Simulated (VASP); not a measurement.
Wanted: the native input for a VASP 6.6.1 run.

* Task: band structure
* Functional: PBEsol
* Potentials or basis: VASP PAW PBE potentials, release 64 (Ge_d)
* Cutoff: 520 eV
* k mesh: 10 × 10 × 10
* Occupations: gaussian, width 0.02 eV
* Spin: non-collinear spin, zero start, spin-orbit coupling
* Starting moments: [[0.0, 0.0, 0.0], [0.0, 0.0, 0.0]] μB
* Further INCAR settings: ALGO = Normal; EDIFF = 1e-07; NBANDS = 40

The structure of Ge lies in POSCAR:

```
Ge                                      
1.0
    0.0000000000      2.8365308630      2.8365308630
    2.8365308630      0.0000000000      2.8365308630
    2.8365308630      2.8365308630      0.0000000000
  Ge            
     2
Direct
     0.0000000000000000    0.0000000000000000    0.0000000000000000
     0.2500000000000000    0.2500000000000000    0.2500000000000000
```

One way to write it, as run:

INCAR

```
SYSTEM = Ge
ALGO = Normal ; EDIFF = 1E-7
ENCUT = 520 ; GGA = PS
GGA_COMPAT = .False. ; ISIF = 2
ISMEAR = 0 ; KPAR = 4
LASPH = .True. ; LCHARG = .False.
LNONCOLLINEAR = .True. ; LORBIT = 11
LREAL = .False. ; LSORBIT = .True.
LWAVE = .False. ; MAGMOM = 0 0 0 0 0 0
NBANDS = 40 ; NELM = 60
PREC = Accurate ; SIGMA = 0.02
```

KPOINTS

```
k-points
0
Gamma
  10 10 10
  0 0 0
```

KPOINTS_OPT

```
path GXWKGLUWLK,UX
10
line-mode
reciprocal
 0.0000000000  0.0000000000  0.0000000000  G
 0.5000000000  0.0000000000  0.5000000000  X

 0.5000000000  0.0000000000  0.5000000000  X
 0.5000000000  0.2500000000  0.7500000000  W

 0.5000000000  0.2500000000  0.7500000000  W
 0.3750000000  0.3750000000  0.7500000000  K

 0.3750000000  0.3750000000  0.7500000000  K
 0.0000000000  0.0000000000  0.0000000000  G

 0.0000000000  0.0000000000  0.0000000000  G
 0.5000000000  0.5000000000  0.5000000000  L

 0.5000000000  0.5000000000  0.5000000000  L
 0.6250000000  0.2500000000  0.6250000000  U

 0.6250000000  0.2500000000  0.6250000000  U
 0.5000000000  0.2500000000  0.7500000000  W

 0.5000000000  0.2500000000  0.7500000000  W
 0.5000000000  0.5000000000  0.5000000000  L

 0.5000000000  0.5000000000  0.5000000000  L
 0.3750000000  0.3750000000  0.7500000000  K

 0.6250000000  0.2500000000  0.6250000000  U
 0.5000000000  0.0000000000  0.5000000000  X
```

Potentials or basis: VASP PAW PBE potentials, release 64 (Ge_d).

Run with:

```bash
$ cat potpaw_PBE.64/Ge_d/POTCAR > POTCAR
$ mpirun -np 4 vasp_ncl > vasp.out
```

It gave:

```json
{
  "Pressure": "0.0 GPa",
  "Net moment": "0.00 μB per cell",
  "Valence electrons inside the program's atomic spheres": "Ge 12.40"
}
```

Caveat: the PAW data sets were made with another functional, which shifts forces and pressure a little.

It took 2.5 min on 4 MPI ranks on AMD EPYC 7R13 Processor (Zen 3), with other jobs on the host, peak memory 0.38 GiB a rank.
